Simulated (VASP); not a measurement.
Energy against volume of ZnSe (zinc blende). Level of theory: rev-vdW-DF2, VASP's PBE PAW potentials (set 64) (plane waves; VASP 6.6.1).

| V (Å³/atom) | E (eV/atom) |
|---|---|
| 21.773 | -0.92190 |
| 22.468 | -0.93518 |
| 23.163 | -0.93928 |
| 23.858 | -0.93558 |
| 24.553 | -0.92531 |

Task: Fit a third-order Birch-Murnaghan equation of state.

Result: 
| Item | Result |
|---|---|
| volume per atom | 23.16 Å³/atom |
| bulk modulus | 59.6 GPa |
| pressure derivative of the bulk modulus | 4.54 |
| lattice constant a | 570.1 pm |

Measured: bulk modulus 62.4 GPa (computed value off by -4.4 %), as given by Cormac Toher et al., Physical Review Materials (2017), arXiv:1611.05714; a 5.668 Å (computed value off by +0.6 %), as given by Martin Albrecht et al., Physical review. B, Condensed matter (1997), arXiv:cond-mat/9706128. The calculation is for a static lattice, while the measured bulk modulus, a hold thermal and zero-point effects, which are part of the difference.

The compound is ZnSe in the zinc blende structure. It was relaxed first.
